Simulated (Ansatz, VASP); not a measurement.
# HfC: VASP beside Ansatz

Aim: how closely do two programs agree when they are given the same cell, functional and k mesh? The cell is taken from a series of runs on this material, whose earlier steps may have relaxed, scaled, displaced or heated it; both programs get it as it stands.

Method: plane waves, with VASP 6.6.1 beside it; zone-centre phonons at LDA, in Ansatz 0.2.0.

## Step 1: The structure

Symmetry: Fm-3m, No. 225, cubic system. Conventional cell: a = 4.415 Å, b = 4.415 Å, c = 4.415 Å, α = 90.00°, β = 90.00°, γ = 90.00°. Nearest to C lie 6 Hf at 2.21 Å. Nearest to Hf lie 6 C at 2.21 Å. Farther neighbours are not listed.

## Step 2: VASP: zone-centre phonons, LDA, pair 1

Second derivatives magnify differences that forces hide, and they need a tight electronic threshold.

Lines of VASP's logs that name or quote its potential files are left out, and so is its time.

INCAR reads:

```
SYSTEM = HfC
PREC = Accurate
ENCUT = 600
EDIFF = 1E-08
NELM = 120
ISMEAR = 1
SIGMA = 0.2
LREAL = .FALSE.
ALGO = Normal
GGA = CA
NBANDS = 13
LASPH = .TRUE.
LORBIT = 11
LWAVE = .FALSE.
LCHARG = .FALSE.
ISIF = 2
IBRION = 8
GGA_COMPAT = .FALSE.
KPAR = 2
```

POSCAR reads:

```
HfC
1.0
    0.0000000000      2.2074684653      2.2074684653
    2.2074684653      0.0000000000      2.2074684653
    2.2074684653      2.2074684653      0.0000000000
C Hf
1 1
Direct
    0.0000000000      0.0000000000      0.0000000000
    0.5000000000      0.5000000000      0.5000000000
```

KPOINTS reads:

```
Automatic mesh
0
Gamma
16 16 16
0 0 0
```

PAW data sets: C and Hf_pv (LDA family, release 64).

Started as:

```console
$ mpirun -np 2 vasp_std
```

Numbers of over 12 decimals in the logs are rounded to 6 here.

Output:

```text
[banner, memory and clock lines left out]
running    2 mpi-ranks, on    1 nodes
 distrk:  each k-point on    1 cores,    2 groups
 distr:  one band on    1 cores,    1 groups

 POSCAR found type information on POSCAR C Hf
 POSCAR found :  2 types and       2 ions
 LDA part: xc-table for (Slater(with rela. corr.)+CA(PZ))
 , standard interpolation
 POSCAR, INCAR and KPOINTS ok, starting setup
 FFT: planning ... GRIDC
 FFT: planning ... GRID_SOFT
 FFT: planning ... GRID
 WAVECAR not read
 entering main loop
       N       E                     dE             d eps       ncg     rms          rms(c)
DAV:   1     0.256893146349E+02    0.25689E+02   -0.87303E+03  3786   0.121E+03
DAV:   2    -0.240942540502E+02   -0.49784E+02   -0.46544E+02  4714   0.228E+02
DAV:   3    -0.256996877657E+02   -0.16054E+01   -0.15985E+01  4665   0.296E+01
DAV:   4    -0.257070581550E+02   -0.73704E-02   -0.73696E-02  4241   0.239E+00
DAV:   5    -0.257071041733E+02   -0.46018E-04   -0.46018E-04  4681   0.169E-01    0.766E+01
DAV:   6    -0.226959763892E+02    0.30111E+01   -0.12764E+01  4340   0.198E+01    0.527E+01
DAV:   7    -0.226595255339E+02    0.36451E-01   -0.52209E-01  4505   0.514E+00    0.246E+01
DAV:   8    -0.226485535922E+02    0.10972E-01   -0.24251E-02  4650   0.124E+00    0.350E+00
DAV:   9    -0.226463607704E+02    0.21928E-02   -0.13267E-02  4360   0.599E-01    0.152E+00
DAV:  10    -0.226460117701E+02    0.34900E-03   -0.11763E-03  4385   0.253E-01    0.422E-02
DAV:  11    -0.226460130937E+02   -0.13236E-05   -0.49704E-05  4660   0.605E-02    0.390E-02
DAV:  12    -0.226460126503E+02    0.44336E-06   -0.12433E-06  4667   0.100E-02    0.623E-03
DAV:  13    -0.226460125782E+02    0.72110E-07   -0.20672E-07  4623   0.299E-03    0.142E-03
DAV:  14    -0.226460125791E+02   -0.94133E-09   -0.72840E-09  2925   0.656E-04
   1 F= -.22646013E+02 E0= -.22645943E+02  d E =-.207394E-03
 Linear response reoptimize wavefunctions to high precision
DAV:   1    -0.226460125794E+02   -0.28558E-09   -0.15479E-09  3692   0.337E-04
DAV:   2    -0.226460125794E+02   -0.31832E-10   -0.12204E-10  2685   0.987E-05
 Linear response DOF=           2
 Linear response progress:
  Degree of freedom:   1/  2
       N       E                     dE             d eps       ncg     rms          rms(c)
RMM:   1    -0.126564831877E+00   -0.12656E+00    0.14419E-02 19810   0.204E+00
RMM:   2    -0.120846533066E+00    0.57183E-02   -0.36000E-03 14593   0.376E-01    0.542E-01
RMM:   3    -0.121118042131E+00   -0.27151E-03   -0.81981E-04 13073   0.168E-01    0.282E-01
RMM:   4    -0.122194289400E+00   -0.10762E-02   -0.53205E-04 13360   0.131E-01    0.417E-02
RMM:   5    -0.122187457994E+00    0.68314E-05   -0.13107E-05 15067   0.266E-02    0.118E-02
RMM:   6    -0.122190152720E+00   -0.26947E-05   -0.34205E-07 16060   0.407E-03    0.270E-03
RMM:   7    -0.122176511302E+00    0.13641E-04   -0.88215E-08 15394   0.212E-03    0.212E-03
RMM:   8    -0.122178560720E+00   -0.20494E-05   -0.85834E-09 16817   0.486E-04    0.177E-04
RMM:   9    -0.122178609833E+00   -0.49112E-07    0.86579E-09 17159   0.798E-05    0.167E-04
RMM:  10    -0.122178613294E+00   -0.34616E-08    0.84728E-09 17018   0.271E-05    0.133E-04
 first order change of Fermi-energy   0.48765E-03
 force on displaced ion       1 direction 1 : -13.151   0.000   0.000
 Linear response progress:
  Degree of freedom:   2/  2
       N       E                     dE             d eps       ncg     rms          rms(c)
RMM:   1    -0.209654102157E+00   -0.20965E+00    0.38835E+00 10277   0.117E+01
RMM:   2    -0.202857444156E+00    0.67967E-02   -0.28231E-02 14061   0.122E+00    0.566E-01
RMM:   3    -0.202194971141E+00    0.66247E-03   -0.79293E-04 17000   0.140E-01    0.267E-01
RMM:   4    -0.201687075365E+00    0.50790E-03   -0.73385E-05 18147   0.515E-02    0.133E-01
RMM:   5    -0.201361144769E+00    0.32593E-03   -0.23598E-05 19154   0.301E-02    0.150E-02
RMM:   6    -0.201365196345E+00   -0.40516E-05   -0.14205E-06 18302   0.103E-02    0.860E-03
RMM:   7    -0.201370110421E+00   -0.49141E-05   -0.23886E-06 19966   0.227E-03    0.705E-03
RMM:   8    -0.201370718228E+00   -0.60781E-06   -0.35427E-06 20249   0.599E-04    0.227E-03
RMM:   9    -0.201371515796E+00   -0.79757E-06   -0.22460E-06 20043   0.301E-04    0.426E-04
RMM:  10    -0.201371812572E+00   -0.29678E-06   -0.15927E-06 19997   0.128E-04    0.122E-04
RMM:  11    -0.201371850185E+00   -0.37613E-07   -0.61123E-07 21401   0.731E-05    0.747E-05
RMM:  12    -0.201371882003E+00   -0.31817E-07   -0.35308E-07 20308   0.574E-05    0.117E-05
RMM:  13    -0.201371879656E+00    0.23467E-08   -0.17855E-07 18713   0.506E-05    0.125E-05
RMM:  14    -0.201371884246E+00   -0.45904E-08   -0.69692E-08 16057   0.476E-05    0.785E-06
 first order change of Fermi-energy   0.39435E-04
 force on displaced ion       2 direction 1 : -13.147   0.000   0.000
 Linear response finished
```

Parts of OUTCAR (step 2):

```text
ion  position               nearest neighbor table
   1  0.000  0.000  0.000-   2 2.21   2 2.21   2 2.21   2 2.21   2 2.21   2 2.21
   2  0.500  0.500  0.500-   1 2.21   1 2.21   1 2.21   1 2.21   1 2.21   1 2.21

  LATTYP: Found a face centered cubic cell.
 ALAT       =     4.4149369306

 Subroutine GETGRP returns: Found 48 space group operations
 (whereof 48 operations were pure point group operations)

The static configuration has the point symmetry O_h .

 Found    145 irreducible k-points:

   k-points           NKPTS =    145   k-points in BZ     NKDIM =    145   number of bands    NBANDS=     13

   dimension x,y,z NGX =    28 NGY =   28 NGZ =   28
   dimension x,y,z NGXF=    56 NGYF=   56 NGZF=   56

   ENCUT  =  600.0 eV  44.10 Ry    6.64 a.u.   6.24  6.24  6.24*2*pi/ulx,y,z

   NELECT =      14.0000    total number of electrons

 k-points in reciprocal lattice and weights: Automatic mesh
   0.00000000  0.00000000  0.00000000       0.000
   0.06250000  0.00000000  0.00000000       0.002
   0.12500000  0.00000000  0.00000000       0.002
   0.18750000  0.00000000  0.00000000       0.002
   0.25000000  0.00000000  0.00000000       0.002
   0.31250000  0.00000000  0.00000000       0.002
   0.37500000  0.00000000  0.00000000       0.002
   0.43750000  0.00000000  0.00000000       0.002
   0.50000000  0.00000000  0.00000000       0.001
[...]
-0.31250000  0.50000000  0.18750000       0.003
  -0.25000000  0.50000000  0.25000000       0.001

 average (electrostatic) potential at core
       1 -50.5043       2 -33.6291

  Total        4.7671309      4.7671309      4.7671309      0.0000000      0.0000000      0.0000000
  in kB      355.0210769    355.0210769    355.0210769      0.0000000      0.0000000      0.0000000
  external PRESSURE =     355.0210769 kB  Pullay stress =       0.0000000 kB

  energy-cutoff  :      600.00
  volume of cell :       21.51
      direct lattice vectors                 reciprocal lattice vectors
     0.000000000  2.207468465  2.207468465    -0.226503802  0.226503802  0.226503802
     2.207468465  0.000000000  2.207468465     0.226503802 -0.226503802  0.226503802
     2.207468465  2.207468465  0.000000000     0.226503802  0.226503802 -0.226503802

 POSITION                                       TOTAL-FORCE (eV/Angst)
 -----------------------------------------------------------------------------------
      0.00000      0.00000      0.00000        -0.000000      0.000000      0.000000
      2.20747      2.20747      2.20747         0.000000     -0.000000     -0.000000
 -----------------------------------------------------------------------------------
    total drift:                                0.000000      0.000000      0.000000

 Eigenvectors and eigenvalues of the dynamical matrix
 ----------------------------------------------------

   1 f  =   16.899606 THz   106.183359 2PiTHz  563.710194 cm-1    69.891125 meV
             X         Y         Z           dx          dy          dz
      0.000000  0.000000  0.000000     0.967971    0.000000    0.000000
      2.207468  2.207468  2.207468    -0.251062    0.000000    0.000000

   2 f  =   16.899606 THz   106.183359 2PiTHz  563.710194 cm-1    69.891125 meV
             X         Y         Z           dx          dy          dz
      0.000000  0.000000  0.000000     0.000000   -0.967971    0.000000
      2.207468  2.207468  2.207468     0.000000    0.251062    0.000000

   3 f  =   16.899606 THz   106.183359 2PiTHz  563.710194 cm-1    69.891125 meV
             X         Y         Z           dx          dy          dz
      0.000000  0.000000  0.000000    -0.000000   -0.000000   -0.967971
      2.207468  2.207468  2.207468    -0.000000   -0.000000    0.251062

   4 f/i=    0.000601 THz     0.003774 2PiTHz    0.020033 cm-1     0.002484 meV
             X         Y         Z           dx          dy          dz
      0.000000  0.000000  0.000000     0.236117   -0.084317   -0.013094
      2.207468  2.207468  2.207468     0.910351   -0.325086   -0.050484

   5 f/i=    0.000601 THz     0.003774 2PiTHz    0.020033 cm-1     0.002484 meV
             X         Y         Z           dx          dy          dz
      0.000000  0.000000  0.000000     0.059823    0.136107    0.202307
      2.207468  2.207468  2.207468     0.230647    0.524762    0.779997

   6 f/i=    0.000601 THz     0.003774 2PiTHz    0.020033 cm-1     0.002484 meV
             X         Y         Z           dx          dy          dz
      0.000000  0.000000  0.000000     0.060845    0.193385   -0.148096
      2.207468  2.207468  2.207468     0.234587    0.745595   -0.570985

 ELASTIC MODULI CONTR FROM IONIC RELAXATION (kBar)
 Direction    XX          YY          ZZ          XY          YZ          ZX
 --------------------------------------------------------------------------------
 XX           0.0000      0.0000      0.0000      0.0000      0.0000      0.0000
 YY           0.0000      0.0000      0.0000      0.0000      0.0000      0.0000
 ZZ           0.0000      0.0000      0.0000      0.0000      0.0000      0.0000
 XY           0.0000      0.0000      0.0000      0.0000      0.0000      0.0000
 YZ           0.0000      0.0000      0.0000      0.0000      0.0000      0.0000
 ZX           0.0000      0.0000      0.0000      0.0000      0.0000      0.0000
 --------------------------------------------------------------------------------
```

## Step 3: Ansatz: zone-centre phonons, LDA, pair 1

Ansatz runs on its PAW soft_1 files.

The same cell, functional (in two slightly different forms), mesh and smearing now go to Ansatz, which takes its cutoff from its data sets.

input.yaml reads:

```yaml
crystal:
  lattice:
    - [0.0, 2.2074684653, 2.2074684653]
    - [2.2074684653, 0.0, 2.2074684653]
    - [2.2074684653, 2.2074684653, 0.0]
  atoms:
    - { symbol: C, position: [0.0, 0.0, 0.0] }
    - { symbol: Hf, position: [0.5, 0.5, 0.5] }
kpoints:
  mp_grid: { grid: [16, 16, 16] }
hamiltonian:
  xc: lda
  pseudopotentials: { kind: paw, azcp: { folder: soft_1 }, xc_functional: pbe }
scf:
  occupations: { method: methfessel_paxton, width: 0.2 }
output:
  eigenvalues: true
phonons:
  method: dfpt
```

Started as:

```console
$ ansatz run input.yaml --threads 4 --pin off --max-ram 10240MiB --backend cpu --events-out ev --progress --plain --runs-dir out
```

Output:

```text
Engine: ansatz 0.2.0, x86_64-unknown-linux-gnu
Pseudopotentials: kind: paw
Pseudopotential: C, paw, valence charge 4, recommended cutoff 420 eV (normal), soft_1/C.paw.azcp
Pseudopotential: Hf, paw, valence charge 26, recommended cutoff 420 eV (normal), soft_1/Hf.paw.azcp
Functional definition: SPW92
  exchange = slater_x
  correlation = pw_c
Crystal: 2 atoms, lattice volume = 21.514 Å³
Basis set: ecut = 420 eV, 411 PW (Γ), exchange–correlation on 48×48×48 points (8 copies of the dense FFT grid, shifted against one another)
Bands: 19, of which v1, the nominal top of the filled ones, is band 15 counted from 1 (14 counted from 0)
Symmetry: 48 space group operations
k-points: 349 of 4096 (irreducible under 8 space group operations, time reversal used)
Non-local potential: C, projectors of the file, l = 0: 2, l = 1: 2, l = 2: 1
Non-local potential: Hf, projectors of the file, l = 0: 3, l = 1: 2, l = 2: 2, l = 3: 3
PAW form: soft (Blöchl's): semilocal exchange-correlation on the pseudo side does not see the compensation charge
PAW frozen core: C, regenerated for the run's functional, and the local potential with it (the file was generated under x = pbe(κ = 0.804, μ = 0.219515), c = pbe(β = 0.066725))
PAW frozen core: Hf, regenerated for the run's functional, and the local potential with it (the file was generated under x = pbe(κ = 0.804, μ = 0.219515), c = pbe(β = 0.066725))
PAW one-centre angular grid: C, 110 points (default); XC on 64 Gauss nodes
PAW one-centre angular grid: Hf, 590 points (default); XC on 64 Gauss nodes
Initial density: superposition of atomic densities (chi_scale 0.1, normalization cell, long waves kept (reshape's long-wave potential 0.00 eV rms))
Initial wavefunctions: pseudopotential atomic-orbital guess
Functional: x = slater, c = lda
SCF iter   1: F=—  HF=-15723.000460 eV  |F-HF|=—  |Δ(HF+E_count)|=         —  Δρ=1.03e-1  dr2=2.87e0  ethr=3.10e-3  ⟨swp⟩=4.7  Hψ=28974  notcnv=0
preconditioner: auto → Kerker (q_TF=auto, 2.884 Å⁻¹)  [metal: Δε(μ)=0.059 eV  Ē_g=18.003 eV  σ=0.200 eV  W_gap=0.25  n_scr=14 (ndim 8)  ℏωp=42.4 eV  f_vac=0.000  D(μ)=0.22/eV (n_scr^D=0)]
SCF iter   2: F=—  HF=-15722.359631 eV  |F-HF|=—  |Δ(HF+E_count)|=   6.41e-1  S|Δr|=    0.00e0  Δρ=3.63e-2  dr2=2.91e-1  ethr=3.10e-3  ⟨swp⟩=2.2  Hψ=12372  notcnv=0
SCF iter   3: F=—  HF=-15722.289132 eV  |F-HF|=—  |Δ(HF+E_count)|=   7.05e-2  S|Δr|=    0.00e0  Δρ=1.39e-2  dr2=2.42e-2  ethr=9.71e-4  ⟨swp⟩=2.0  Hψ=13408  notcnv=0
SCF iter   4: F=—  HF=-15722.280589 eV  |F-HF|=—  |Δ(HF+E_count)|=   8.54e-3  S|Δr|=    0.00e0  Δρ=8.61e-3  dr2=7.34e-3  ethr=8.06e-5  ⟨swp⟩=2.0  Hψ=11777  notcnv=0
SCF iter   5: F=—  HF=-15722.280592 eV  |F-HF|=—  |Δ(HF+E_count)|=   2.59e-6  S|Δr|=    0.00e0  Δρ=1.54e-3  dr2=3.10e-4  ethr=2.45e-5  ⟨swp⟩=2.0  Hψ=12311  notcnv=0
SCF iter   6: F=—  HF=-15722.280470 eV  |F-HF|=—  |Δ(HF+E_count)|=   1.21e-4  S|Δr|=    0.00e0  Δρ=3.05e-4  dr2=1.88e-5  ethr=1.03e-6  ⟨swp⟩=2.0  Hψ=11567  notcnv=0
SCF iter   7: F=—  HF=-15722.280473 eV  |F-HF|=—  |Δ(HF+E_count)|=   3.19e-6  S|Δr|=    0.00e0  Δρ=9.04e-5  dr2=1.29e-6  ethr=6.26e-8  ⟨swp⟩=2.1  Hψ=11939  notcnv=0
SCF iter   8: F=—  HF=-15722.280475 eV  |F-HF|=—  |Δ(HF+E_count)|=   1.23e-6  S|Δr|=    0.00e0  Δρ=1.25e-5  dr2=1.98e-8  ethr=4.31e-9  ⟨swp⟩=2.1  Hψ=11660  notcnv=0
SCF iter   9: F=—  HF=-15722.280475 eV  |F-HF|=—  |Δ(HF+E_count)|=   3.60e-9  S|Δr|=    0.00e0  Δρ=2.04e-6  dr2=5.37e-10  ethr=6.58e-11  ⟨swp⟩=2.2  Hψ=10089  notcnv=0
SCF iter  10: F=-15722.280475 eV  HF=-15722.280475 eV  |F-HF|=1.09e-11  |Δ(HF+E_count)|=  2.18e-10  S|Δr|=    0.00e0  Δρ=1.89e-7  dr2=9.00e-12  ethr=1.00e-12  ⟨swp⟩=5.5  Hψ=40865  notcnv=0
SCF 1 converged in 10 iterations: F = -15722.280475 eV  dr2 = 9.00e-12
  greatest PAW one-centre occupation: 0.998 electrons in one spin orbital (limit 2), on the Hf atom at site 1 (counted from 0), in its partial waves of l = 3
DFPT response loops at Γ: preconditioner auto → Kerker (q_TF=auto, 2.884 Å⁻¹) (partly filled bands, converged f_vac=0.000); β = 1.00, the filter's whole step (`scf.mixing.beta` (0.50) is not read by the response loops under this deck's `scf.mixing.preconditioner`; to damp them name `kerker` or `kerker_dos`, under which they read `scf.mixing.beta`, and type it under 1.00, their step now; both keys bind the ground state too); Broyden in place of MSR1
SCF converged after 10 iterations
Stability not checked: this state was not tested for a lower state beside it, because cold or Methfessel-Paxton smearing, or corrected tetrahedra, fill the levels in a way that the test cannot read (fill_not_monotonic; see scf.lower_state_search)
Free energy (F): -15722.280475 eV
Harris-Foulkes:  -15722.280475 eV  (|F-HF|=1.09e-11)
Internal energy: -15722.280223 eV  (E = F + TS)
E sigma→0 (E₀):  -15722.280412 eV
Entropy (-TS):   -0.000251 eV (-0.126 meV/atom)
Fermi energy:    21.630518 eV
--- Per-component energies (eV) ---
  E_band       = 166.276005
  E_kinetic    = 506.702883
  E_local      = -5804.875846  (includes V_loc(G=0)·N_el)
  E_nonlocal   = 100.664320
  E_hartree    = 2883.458375
  E_xc         = -316.073077
  E_vxc        = -319.233082  (∫ρ·V_xc dr)
  E_paw        = -7550.996793  (= ΣΔE_a)
  E_vpaw       = -83.898938  (= ΣTr[D̂ρ^β])
  E_aug_tail   = 0.000134  (compensation charges beyond the density's cutoff)
  E_ewald      = -5543.680141
  E_core_change = 2.519920  (= ΣΔE_core)
  E_smearing   = -0.000251  (= −TS)
  E_closure    = -0.000000  (closes the sum)
  Σ components = -15722.280475   (vs F -15722.280475, Δ=0.00e0)
--- Band table (eV; the first three rows and the last of 349) ---
  k-point 0: bands = [... 11 lower, 11.2374, 22.8031, 22.8031, 22.8031, 22.8670, 22.8670, 22.8670, 25.3446]
  k-point 1: bands = [... 11 lower, 11.2375, 21.8431, 22.1248, 22.1248, 23.1719, 23.1719, 23.5961, 25.9593]
  k-point 2: bands = [... 11 lower, 11.2380, 20.7103, 21.1761, 21.1761, 23.5562, 23.5562, 24.1264, 27.2363]
  k-point 348: bands = [... 11 lower, 11.9062, 18.2213, 18.8052, 18.8052, 25.6702, 25.6702, 29.4848, 30.1000]
--- Phonons (Γ-DFPT): 2 representative perturbations + reference, on 349 of 4096 k-points (Σ response iterations 7) ---
  k mesh reduced under 8 symmetry operations, with k and −k counted as one. Each operation leaves every solved perturbation unchanged. A smaller set is not used because it would not reduce the number of displacements times k-points to solve
  ASR residual: 1.307e-4 → 0.000e0 eV/Å²; symmetrization residual: 5.538e-7 eV/Å²
  ASR residual per site (eV/Å²): 3.03e-6 1.31e-4
  Γ frequencies (cm⁻¹): 0.00 0.00 0.00 564.16 564.16 564.16
  non-analytic LO–TO correction: not included (Born effective charges unavailable; polar crystals: no LO–TO splitting at Γ)
```

## Step 4: Side by side

Known differences besides the potentials themselves: the two LDA forms differ slightly; the data sets hold 30 valence electrons in Ansatz (on its PAW soft_1 files) and 14 in VASP; the cutoff is 420 eV in Ansatz and 600 eV in VASP; VASP's log shows a relativistic correction to its local exchange, Ansatz's none. Total energies have different zeros and are not compared.

Both answers:

```csv
quantity,Ansatz,VASP,difference
optical mode 1 to 3 (cm⁻¹),564.2,563.7,+0.08 %
```

Modes are paired by rising frequency, not by their patterns, so a pair may set unlike modes beside each other; they are those without the splitting of longitudinal modes.

(Continued in part 2 of 2.)

[Lines on the potential files, build, host, timing and source positions are cut from VASP's logs without a mark.]

[Logs are printed without paths, hosts, clocks, repeated set-up lines and the standing remarks that a program may print on its own settings, such as how far it seeks lower states.]

[Hosts, paths, dates, database ids (printed as entryN), source tags and the programs' standing remarks are cut or masked in the printed files.]
